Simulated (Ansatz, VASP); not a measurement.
# CSe2: VASP beside Ansatz, part 2 of 2

Wanted: the spread between two codes on one cell, functional and k mesh. The cell is generated by rule, not measured, and may not be a known phase. The cell is taken from a series of VASP runs on this material, whose earlier steps may have relaxed, scaled or displaced it; both programs get it as it stands.

VASP 6.6.1 and Ansatz 0.2.0.

So far. Step 2 (VASP: band structure, HSE06): The run ends at a pressure of -0.94 GPa, with forces up to 0.18 eV/Å.

The structure was built from a prototype and need not be the compound's stable phase.

**3. Ansatz: band structure, HSE06**

Level of this step: Ansatz beside VASP: Kohn-Sham DFT, plane waves, HSE06 (Ansatz).

Ansatz runs on its default PAW (the set named soft_2) files.

The same cell, functional, mesh and smearing now go to Ansatz, which takes its cutoff from its data sets.

File input.yaml:

```yaml
crystal:
  lattice:
    - [3.082985415, 0.0, 0.0]
    - [-1.541492708, 2.669943689, 0.0]
    - [0.0, 0.0, 5.81725]
  atoms:
    - { symbol: C, position: [0.0, 0.0, 0.0] }
    - { symbol: Se, position: [0.333333333, 0.666666667, 0.2325759247] }
    - { symbol: Se, position: [0.666666667, 0.333333333, 0.7674240753] }
hamiltonian:
  xc: { exchange: pbe, correlation: pbe, exx: { coeff: 0.25, omega: 0.2 } }
  pseudopotentials: { kind: paw }
kpoints:
  mp_grid: { grid: [6, 6, 4] }
  band_path:
    path:
      - [0.0, 0.0, 0.0]
      - [0.42857, 0.0, 0.0]
      - [0.40476, 0.19048, 0.0]
      - [0.19048, 0.19048, 0.0]
      - [0.0, 0.0, 0.07143]
      - [0.0, 0.0, 0.5]
      - [0.42857, 0.0, 0.5]
      - [0.38095, 0.2381, 0.5]
      - [0.19048, 0.19048, 0.5]
      - [0.5, 0.0, 0.35714]
      - [0.33333, 0.33333, 0.0]
      - [0.33333, 0.33333, 0.5]
    npoints: 1
scf:
  occupations: { method: gaussian, width: 0.02 }
  n_extra_bands: 7
output:
  forces: true
  stress: true
  eigenvalues: true
  write_density: true
  write_potential: true
  elf: true
  volumetric_format: npy
```

Started as:

```bash
$ ansatz run input.yaml --threads 4 --pin off --max-ram 9216MiB --backend cpu --events-out ev --progress --plain --runs-dir out
```

Numbers of over 12 decimals in the logs are rounded to 6 here.

The program printed:

```text
Warning: output.stress: scf.convergence.dr2_threshold = 1e-7 eV (the SCF's general default) is looser than the 3e-10 eV advised for a printed stress (1e-10 eV for each atom of the cell: 3). What an SCF threshold leaves in a stress goes as its square root, and in the free energy as the threshold itself, and one threshold admits the most on a small cell: [figures from the program's tests cut] Set scf.convergence.dr2_threshold to 3e-10 eV or tighter. The threshold is an SCF's pass mark: one that does not reach it within its budget of iterations ends unconverged, or closes short of it on a stop that the run arms, and scf.convergence.dr2_threshold's page says what that costs each kind of run
Warning: output.stress: scf.exx.energy_threshold = 1e-6 eV is looser than the 3e-8 eV advised for a stress under a hybrid functional (1e-8 eV for each atom of the cell: 3). Every SCF of the exchange loop can meet its threshold on dr2 while the loop round them stops early: no threshold on dr2 bounds what that leaves in the stress. Set scf.exx.energy_threshold to 3e-8 eV or tighter. The threshold is the loop's pass mark: a loop that does not reach it within its budget of cycles ends unconverged, and scf.exx.energy_threshold's page has the law
scf.n_extra_bands = 7 over 18 filled bands (N_el = 36.0): the run solves 25 bands
Engine: ansatz 0.2.0, aarch64-unknown-linux-gnu
Pseudopotentials: kind: paw
Pseudopotential: C, paw, valence charge 4, recommended cutoff 420 eV (normal), C.paw.azcp
Pseudopotential: Se, paw, valence charge 16, recommended cutoff 420 eV (normal), Se.paw.azcp
Functional definition: unnamed
  parameter a_1 = 0.25
  parameter omega_1 = 0.2/angstrom
  exchange = pbe_x + (-a_1)*pbe_x_sr(omega_1) + a_1*exact_x_sr(omega_1)
  correlation = pbe_c
Crystal: 3 atoms, lattice volume = 47.884 Å³
Basis set: ecut = 420 eV, 931 PW (Γ), exchange–correlation on 48×48×80 points (8 copies of the dense FFT grid, shifted against one another)
Bands: 25, of which v1, the nominal top of the filled ones, is band 18 counted from 1 (17 counted from 0)
Symmetry: 12 space group operations
Space group: P-3m1 (ITA 164), of the structure as read, at distance tolerance 3.6e-5 Å
k-points: 24 of 144
Non-local potential: C, projectors of the file, l = 0: 2, l = 1: 2, l = 2: 1
Non-local potential: Se, projectors of the file, l = 0: 2, l = 1: 2, l = 2: 3, l = 3: 1
PAW form: soft (Blöchl's): semilocal exchange-correlation on the pseudo side does not see the compensation charge
PAW frozen core: C, regenerated for the run's functional, and the local potential with it (the file was generated under x = pbe(κ = 0.804, μ = 0.219515), c = pbe(β = 0.066725))
PAW frozen core: Se, regenerated for the run's functional, and the local potential with it (the file was generated under x = pbe(κ = 0.804, μ = 0.219515), c = pbe(β = 0.066725))
PAW one-centre angular grid: C, 110 points (default); XC on 64 Gauss nodes
PAW one-centre angular grid: Se, 590 points (default); XC on 64 Gauss nodes
Initial density: superposition of atomic densities (neutral atoms: chi_scale 0, normalization atom), corrected by the library's trained network
Initial wavefunctions: pseudopotential atomic-orbital guess
Functional: x = pbe(κ = 0.804, μ = 0.219515), c = pbe(β = 0.066725), warm-up for x = pbe(κ = 0.804, μ = 0.219515) + 0.25 (exact − pbe) at short range (hse, ω = 0.2 Å⁻¹), c = pbe(β = 0.066725)
SCF iter   1: F=—  HF=-11184.957313 eV  |F-HF|=—  |Δ(HF+E_count)|=         —  Δρ=6.63e-3  dr2=4.84e-2  ethr=1.77e-3  ⟨swp⟩=7.2  Hψ=2371  notcnv=0
preconditioner: auto → none  [insulator: Δε(μ)=0.121 eV  Ē_g=12.764 eV  σ=0.020 eV  W_gap=0.79  n_scr=22 (ndim 8)  ℏωp=21.5 eV  f_vac=0.014  D(μ)=5.54/eV (n_scr^D=68)]
SCF iter   2: F=—  HF=-11184.967183 eV  |F-HF|=—  |Δ(HF+E_count)|=   9.87e-3  Δρ=8.75e-3  dr2=9.47e-2  ethr=1.34e-4  ⟨swp⟩=4.3  Hψ=1613  notcnv=0
iter 3 solved again at ethr=2.51e-6 eV; its pass at ethr=1.34e-4 eV (dr2=9.04e-4 eV) is discarded
SCF iter   3: F=—  HF=-11184.950213 eV  |F-HF|=—  |Δ(HF+E_count)|=   1.70e-2  Δρ=1.55e-3  dr2=9.17e-4  ethr=2.51e-6  ⟨swp⟩=3.2  Hψ=2592  notcnv=0  defer=1
SCF iter   4: F=—  HF=-11184.950546 eV  |F-HF|=—  |Δ(HF+E_count)|=   3.32e-4  Δρ=4.62e-4  dr2=5.71e-5  ethr=2.51e-6  ⟨swp⟩=2.7  Hψ=1214  notcnv=0
SCF iter   5: F=—  HF=-11184.950613 eV  |F-HF|=—  |Δ(HF+E_count)|=   6.74e-5  Δρ=7.10e-5  dr2=1.48e-6  ethr=1.59e-7  ⟨swp⟩=3.7  Hψ=1298  notcnv=0
SCF iter   6: F=—  HF=-11184.950614 eV  |F-HF|=—  |Δ(HF+E_count)|=   8.10e-7  Δρ=2.84e-5  dr2=3.14e-7  ethr=4.10e-9  ⟨swp⟩=4.0  Hψ=1653  notcnv=0
SCF iter   7: F=—  HF=-11184.950614 eV  |F-HF|=—  |Δ(HF+E_count)|=   8.22e-8  Δρ=6.24e-6  dr2=2.35e-8  ethr=8.71e-10  ⟨swp⟩=3.9  Hψ=1240  notcnv=0
SCF iter   8: F=—  HF=-11184.950614 eV  |F-HF|=—  |Δ(HF+E_count)|=   5.44e-9  Δρ=1.72e-6  dr2=2.07e-9  ethr=6.53e-11  ⟨swp⟩=3.1  Hψ=1160  notcnv=0
SCF iter   9: F=-11184.950614 eV  HF=-11184.950614 eV  |F-HF|=4.00e-11  |Δ(HF+E_count)|=  6.13e-10  Δρ=5.91e-7  dr2=1.16e-10  ethr=5.76e-12  ⟨swp⟩=3.9  Hψ=1489  notcnv=0
SCF 1 converged in 9 iterations: F = -11184.950614 eV  dr2 = 1.16e-10
  greatest PAW one-centre occupation: 1.000 electrons in one spin orbital (limit 2), on the Se atom at site 2 (counted from 0), in its partial waves of l = 2
[...]
Frozen-core exchange: fock
[...]
preconditioner: auto → none  [insulator: Δε(μ)=0.152 eV  Ē_g=14.348 eV  σ=0.020 eV  W_gap=0.53  n_scr=22 (ndim 8)  ℏωp=21.5 eV  f_vac=0.009  D(μ)=6.94/eV (n_scr^D=110)]
[...]
SCF 2 converged in 7 iterations: F = -11187.158582 eV  dr2 = 7.39e-9
  Residual-converged pass: ⟨swp⟩=3.0  Hψ=1352  notcnv=0  max |occ|·‖R‖ = 6.3e-6 eV (tolerance 6.7e-6 eV)  dr2=7.81e-9  dr2_onsite=1.84e-9  max |Δocc| = 5.7e-13
hybrid outer 1: dexx = +6.091e-3 eV, tail = 8.09e-3 eV
Exchange kernel: α = 0.2500, screened, ω = 0.2000 Å⁻¹, Wigner–Seitz truncation, v(0) = 1125.7171 eV·Å³, q-mesh 6×6×4, nearest image of the exchange supercell L = 18.50 Å, pair-density grid 15×15×27, without the augmentation charges, whose exchange is taken in its separable form by FFT convolution over the k-point mesh (sized by the pseudopotential files, 18×18×40 at the most), smooth part of the exact exchange by density-matrix convolution
Frozen-core exchange: fock
[...]
preconditioner: auto → none  [insulator: Δε(μ)=0.045 eV  Ē_g=14.336 eV  σ=0.020 eV  W_gap=0.66  n_scr=22 (ndim 8)  ℏωp=21.5 eV  f_vac=0.009  D(μ)=4.35/eV (n_scr^D=48)]
[...]
SCF 3 stopped early in 3 iterations: F = -11187.165246 eV  dr2 = 7.52e-6
  Residual-converged pass: ⟨swp⟩=4.0  Hψ=1567  notcnv=0  max |occ|·‖R‖ = 6.3e-6 eV (tolerance 6.7e-6 eV)  dr2=7.52e-6  dr2_onsite=1.94e-8  max |Δocc| = 1.2e-11
hybrid outer 2: dexx = +6.092e-5 eV, tail = 1.55e-5 eV, Δε = 1.01e-2 eV (about 1.24e-3 eV left of the loop's levels), ΔF = 1.24e-2 eV/Å (tail 3.28e-2)
Exchange kernel: α = 0.2500, screened, ω = 0.2000 Å⁻¹, Wigner–Seitz truncation, v(0) = 1125.7171 eV·Å³, q-mesh 6×6×4, nearest image of the exchange supercell L = 18.50 Å, pair-density grid 15×15×27, without the augmentation charges, whose exchange is taken in its separable form by FFT convolution over the k-point mesh (sized by the pseudopotential files, 18×18×40 at the most), smooth part of the exact exchange by density-matrix convolution
Frozen-core exchange: fock
SCF iter   1: F=—  HF=-11187.165268 eV  |F-HF|=—  |Δ(HF+E_count)|=         —  Δρ=1.05e-4  dr2=5.61e-6  ethr=2.15e-7  ⟨swp⟩=4.5  Hψ=1580  notcnv=0
preconditioner: auto → none  [insulator: Δε(μ)=0.047 eV  Ē_g=14.336 eV  σ=0.020 eV  W_gap=0.66  n_scr=22 (ndim 8)  ℏωp=21.5 eV  f_vac=0.009  D(μ)=4.32/eV (n_scr^D=48)]
SCF iter   2: F=—  HF=-11187.165266 eV  |F-HF|=—  |Δ(HF+E_count)|=   1.51e-6  Δρ=1.69e-5  dr2=1.90e-6  ethr=1.06e-8  ⟨swp⟩=3.0  Hψ=1161  notcnv=0
SCF iter   3: F=—  HF=-11187.165315 eV  |F-HF|=—  |Δ(HF+E_count)|=   4.92e-5  Δρ=2.05e-5  dr2=3.08e-7  ethr=3.47e-10  ⟨swp⟩=4.1  Hψ=1907  notcnv=0  defer=1
SCF iter   4: F=—  HF=-11187.165315 eV  |F-HF|=—  |Δ(HF+E_count)|=   8.48e-8  Δρ=4.53e-6  dr2=2.50e-8  ethr=3.47e-10  ⟨swp⟩=3.0  Hψ=1181  notcnv=0
SCF iter   5: F=—  HF=-11187.165315 eV  |F-HF|=—  |Δ(HF+E_count)|=   1.92e-9  Δρ=1.32e-6  dr2=1.92e-8  ethr=1.59e-11  ⟨swp⟩=4.0  Hψ=1539  notcnv=0
SCF iter   6: F=—  HF=-11187.165315 eV  |F-HF|=—  |Δ(HF+E_count)|=   1.29e-7  Δρ=4.82e-6  dr2=1.31e-8  ethr=2.07e-12  ⟨swp⟩=4.6  Hψ=2006  notcnv=0  defer=3
SCF iter   7: F=—  HF=-11187.165315 eV  |F-HF|=—  |Δ(HF+E_count)|=   3.47e-9  Δρ=4.62e-7  dr2=5.93e-10  ethr=2.07e-12  ⟨swp⟩=3.0  Hψ=1225  notcnv=0
SCF iter   8: F=—  HF=-11187.165315 eV  |F-HF|=—  |Δ(HF+E_count)|=  3.46e-11  Δρ=1.39e-7  dr2=5.12e-10  ethr=1.00e-12  ⟨swp⟩=2.0  Hψ=1030  notcnv=0
Mixer restart at iter 8: flushing history
SCF iter   9: F=-11187.165315 eV  HF=-11187.165315 eV  |F-HF|=2.47e-10  |Δ(HF+E_count)|=   2.87e-9  Δρ=8.51e-7  dr2=3.48e-10  ethr=1.00e-12  ⟨swp⟩=3.3  Hψ=1231  notcnv=0
SCF 4 converged in 9 iterations: F = -11187.165315 eV  dr2 = 3.48e-10
  Residual-converged pass: ⟨swp⟩=3.0  Hψ=1253  notcnv=0  max |occ|·‖R‖ = 2.7e-7 eV (tolerance 2.7e-7 eV)  dr2=3.48e-10  dr2_onsite=1.35e-11  max |Δocc| = 9.1e-14
hybrid outer 3: dexx = +1.290e-6 eV, tail = 1.22e-8 eV, Δε = 2.19e-3 eV (about 6.38e-5 eV left of the loop's levels), ΔF = 3.08e-3 eV/Å (tail 5.45e-4)
NSCF: frozen V_eff on 12 k-points
hybrid SCF converged: 3 outer / 19 inner (+9 warm-up), last move |dexx| = 1.29e-6 eV, tail = 1.22e-8 eV
Stability not checked: this state was not tested for a lower state beside it, because the functional holds exact exchange (a hybrid, or Hartree-Fock), whose exchange loop this test does not read (fock_operator; see scf.lower_state_search)
Free energy (F): -11187.165315 eV
Frozen-core exchange: fock
Harris-Foulkes:  -11187.165315 eV  (|F-HF|=2.47e-10)
Internal energy: -11187.164450 eV  (E = F + TS)
E sigma→0 (E₀):  -11187.164883 eV
Entropy (-TS):   -0.000865 eV (-0.288 meV/atom)
Fermi energy:    11.301837 eV
--- Per-component energies (eV) ---
  E_band       = -786.752126
  E_kinetic    = 314.403867
  E_local      = -4511.810059  (includes V_loc(G=0)·N_el)
  E_nonlocal   = -1161.844791
  E_hartree    = 2248.909456
  E_xc         = -204.834884
  E_vxc        = -203.363935  (∫ρ·V_xc dr)
  E_exx        = -144.283295  (= α·E_x^exact, valence–valence)
  E_paw        = -3826.430322  (= ΣΔE_a)
  E_vpaw       = 566.611780  (= ΣTr[D̂ρ^β])
  E_aug_tail   = -0.001181  (compensation charges beyond the density's cutoff)
  E_ewald      = -3899.113765
  E_core_change = -2.159476  (= ΣΔE_core)
  E_smearing   = -0.000865  (= −TS)
  E_closure    = -0.000000  (closes the sum)
  Σ components = -11187.165315   (vs F -11187.165315, Δ=0.00e0)
--- Forces (eV/Å), atoms counted from 1 ---
  atom   1  C      0.00000000     0.00000000     0.00000000
  atom   2  Se     0.00000000    -0.00000000    -0.16675552
  atom   3  Se    -0.00000000     0.00000000     0.16675552
  max |Σ_I F_I| component: 2.31e-18 eV/Å
--- Stress (GPa, compression-positive) ---
       -2.866322      -0.000000      -0.000000
       -0.000000      -2.866322       0.000000
       -0.000000      -0.000000       3.538005
  P = ⅓ Tr σ = -0.7315 GPa (-7.315 kbar)
--- Band table (eV; the first three rows and the last of 24) ---
  k-point 0: bands = [... 14 lower, 9.1521, 9.1521, 11.6634, 12.3206, 12.3206, 15.3705, 15.3705, 15.6366, ... 3 higher]
  k-point 1: bands = [... 14 lower, 9.1473, 9.1473, 12.3895, 12.3895, 12.6422, 15.2299, 15.2299, 15.2818, ... 3 higher]
  k-point 2: bands = [... 14 lower, 9.1424, 9.1424, 12.4638, 12.4638, 13.3617, 14.9017, 15.0867, 15.0867, ... 3 higher]
  k-point 23: bands = [... 14 lower, 3.5845, 3.6186, 9.4104, 9.4104, 11.4200, 14.3654, 14.5567, 14.5567, ... 3 higher]
```

Run time: 56 s. Hardware: 4 threads of Arm Neoverse V1, shared host; peak memory 1.2 GiB; 3.4 min of CPU time.

Reading the cycles: dr2 is the Hartree energy of the density residual (eV), the measure of convergence; HF is the Harris–Foulkes estimate of the energy, which meets the free energy F at convergence.

**4. Comparison**

Known differences besides the potentials themselves: exact exchange at q = 0 is treated differently, which shows on coarse meshes; VASP keeps PBE cores, Ansatz makes them for the functional; the data sets hold 36 valence electrons in Ansatz (default PAW (the set named soft_2) files) and 16 in VASP; the cutoff is 420 eV in Ansatz and 520 eV in VASP; VASP takes a coarser grid for exact exchange (PRECFOCK = Fast). Total energies have different zeros and are not compared.

Both answers:

```csv
quantity,Ansatz,VASP,difference
pressure (GPa),-0.73,-0.94,+0.21
pressure without Ansatz's Pulay correction (GPa),-0.83,-0.94,+0.12
```

Forces (eV/Å; atoms numbered as in POSCAR):

```csv
atom,"Ansatz x, y, z","VASP x, y, z"
C1,"0.000, 0.000, 0.000","0.000, 0.000, 0.000"
Se2,"0.000, 0.000, -0.167","0.000, 0.000, -0.178"
Se3,"0.000, 0.000, 0.167","0.000, 0.000, 0.178"
```

The forces differ by 5.4 meV/Å r.m.s., which is 6.4 % of the r.m.s. force of 0.08 eV/Å (both taken over all components). Levels from 3 eV below to 2 eV above the Fermi level differ by 9 meV r.m.s. and 18 meV at most; each VASP level is matched to the nearest of Ansatz, which flatters the figure a little. Ansatz's pressure holds a Pulay correction of 0.10 GPa; VASP's holds none.

**5. What came out**

```yaml
r_m_s_difference_of_levels_near_the_fermi_level_band_structure_hse06: 8.5 meV
```

What this shows: The r.m.s. difference of levels near the Fermi level is 8.5 meV (band structure, HSE06), within the 80 meV picked in this series as the mark of a large difference. How closely two codes agree says nothing of how well the functional describes the real material.

[Lines on the potential files, build, host, timing and source positions are cut from VASP's logs without a mark.]

[Logs are printed without paths, hosts, clocks, repeated set-up lines and the standing remarks that a program may print on its own settings, such as how far it seeks lower states.]

[Hosts, paths, dates, database ids (printed as entryN), source tags and the programs' standing remarks are cut or masked in the printed files.]
